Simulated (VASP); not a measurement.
VASP 6.6.1 run: NaCaF$_{3}$

INCAR

```
NELM = 74
LWAVE = .FALSE.
ISIF = 2
NSW = 0
ENCUT = 520
LASPH = .TRUE.
IBRION = -1
PREC = Accurate
ISMEAR = -1
SIGMA = 0.02
EDIFF = 1E-7
GGA = PE
NBANDS = 27
LCHARG = .FALSE.
LREAL = .FALSE.
```

KPOINTS

```
KPOINTS created by Atomic Simulation Environment
0
Gamma
1 1 1
0 0 0
```

POSCAR

```
Na Ca F
 1.0000000000000000
     4.3805651498150153   -0.0000000000000000    0.0000000000000000
    -0.0000000000000000    4.3805651498150153    0.0000000000000000
     0.0000000000000000    0.0000000000000000    4.3805651498150153
 Na  Ca  F
   1   1   3
Cartesian
  0.0000000000000000  0.0000000000000000 -0.0000000000000000
  2.1902825749075081  2.1902825749075081  2.1902825749075081
  2.1902825749075081  2.1902825749075081  0.0000000000000000
  2.1902825749075081 -0.0000000000000000  2.1902825749075081
 -0.0000000000000000  2.1902825749075081  2.1902825749075081
```

The recommended PBE PAW datasets give the neutral cell 38 valence electrons.

Command

```
mpirun -np 1 vasp_std
```

OSZICAR

```
N       E                     dE             d eps       ncg     rms          rms(c)
DAV:   1     0.401560638307E+03    0.40156E+03   -0.21085E+04    62   0.145E+03
DAV:   2     0.909797128522E+01   -0.39246E+03   -0.38086E+03    65   0.409E+02
DAV:   3    -0.231487168473E+02   -0.32247E+02   -0.32096E+02    54   0.126E+02
DAV:   4    -0.251920712681E+02   -0.20434E+01   -0.20401E+01    92   0.214E+01
DAV:   5    -0.252196592578E+02   -0.27588E-01   -0.27588E-01    68   0.226E+00    0.121E+01
DAV:   6    -0.209013756332E+02    0.43183E+01   -0.19160E+01    60   0.231E+01    0.423E+00
DAV:   7    -0.207288078174E+02    0.17257E+00   -0.60771E-01    70   0.460E+00    0.263E+00
DAV:   8    -0.206494021745E+02    0.79406E-01   -0.15630E-01    54   0.354E+00    0.340E-01
DAV:   9    -0.206448353560E+02    0.45668E-02   -0.23032E-02    84   0.850E-01    0.232E-01
DAV:  10    -0.206439283869E+02    0.90697E-03   -0.25464E-03    54   0.350E-01    0.442E-02
DAV:  11    -0.206438491176E+02    0.79269E-04   -0.40309E-04    92   0.128E-01    0.149E-02
DAV:  12    -0.206438531712E+02   -0.40536E-05   -0.29347E-05    76   0.386E-02    0.503E-03
DAV:  13    -0.206438535183E+02   -0.34708E-06   -0.20398E-06    68   0.107E-02    0.169E-03
DAV:  14    -0.206438533898E+02    0.12843E-06   -0.25990E-07    60   0.365E-03    0.291E-04
DAV:  15    -0.206438533988E+02   -0.89021E-08   -0.18926E-08    36   0.132E-03
   1 F= -.20643853E+02 E0= -.20643853E+02  d E =-.331741E-11
```

It converged. Results: gap between bands v and c on the k mesh 4.60 eV; least direct gap on the k mesh 4.60 eV; pressure 16.6 GPa. Band v is the last that the valence electrons fill when counted band by band, and c is the next.

Question: Why shouldn't this run be trusted?

Answer: One k point for a small cell. On sound settings PBE gives a gap of 5.09 eV on its mesh and a pressure of 2.0 GPa for the intended cell. This run's energy (σ→0) differs from it by 865 meV an atom.
